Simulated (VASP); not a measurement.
VASP ran on this input.

File POSCAR:
```
KF
1
    0.0000000000     2.7285000000     2.7285000000
    2.7285000000     0.0000000000     2.7285000000
    2.7285000000     2.7285000000     0.0000000000
K F
1 1
Direct
  0.0000000000   0.0000000000   0.0000000000
  0.5000000000   0.5000000000   0.5000000000
```

### KPOINTS
```
Automatic mesh
0
Gamma
6 6 6
0 0 0
```

INCAR:
```
SYSTEM = KF
PREC = Accurate
ENCUT = 520
EDIFF = 1E-6
NELM = 100
ALGO = Normal
LREAL = .FALSE.
LASPH = .TRUE.
ISMEAR = 0
SIGMA = 0.05
GGA = PE
LWAVE = .FALSE.
LCHARG = .FALSE.
ISIF = 2
ICHARG = 11
```

POTCAR, in this order: K_sv F (PBE.64 set). Program: vasp_std.

Question: What happens when VASP runs on this input?

Answer: There is a fault: ICHARG = 11 asks for a fixed density, but there is no CHGCAR. VASP stops with an error: ERROR: charge density could not be read from file CHGCAR for ICHARG>10 ----> I REFUSE TO CONTINUE WITH THIS SICK JOB ... BYE!!! <----

**standard output**
```
 POSCAR found type information on POSCAR K F
 POSCAR found :  2 types and       2 ions
 Reading from existing POTCAR
 Reading from existing POTCAR
 LDA part: xc-table for (Slater+PW92), standard interpolation
 WARNING: stress and forces are not correct
 POSCAR, INCAR and KPOINTS ok, starting setup
 WAVECAR not read
 WARNING: CHGCAR is incomplete

 -----------------------------------------------------------------------------
|                                                                             |
|     EEEEEEE  RRRRRR   RRRRRR   OOOOOOO  RRRRRR      ###     ###     ###     |
|     E        R     R  R     R  O     O  R     R     ###     ###     ###     |
|     E        R     R  R     R  O     O  R     R     ###     ###     ###     |
|     EEEEE    RRRRRR   RRRRRR   O     O  RRRRRR       #       #       #      |
|     E        R   R    R   R    O     O  R   R                               |
|     E        R    R   R    R   O     O  R    R      ###     ###     ###     |
|     EEEEEEE  R     R  R     R  OOOOOOO  R     R     ###     ###     ###     |
|                                                                             |
|     ICHARG>10                                                               |
|                                                                             |
|       ---->  I REFUSE TO CONTINUE WITH THIS SICK JOB ... BYE!!! <----       |
|                                                                             |
 -----------------------------------------------------------------------------
```

To mend it, run self-consistently first and keep its CHGCAR, or remove ICHARG. The plain static run on this cell (PBE GGA, plane waves, VASP's PBE PAW potentials (set 64)) converges, and its OSZICAR ends with
```
   1 F= -.82988337E+01 E0= -.82988337E+01  d E =-.661567E-21
```

The compound is KF in the rock salt structure. The cell was not relaxed at this level.
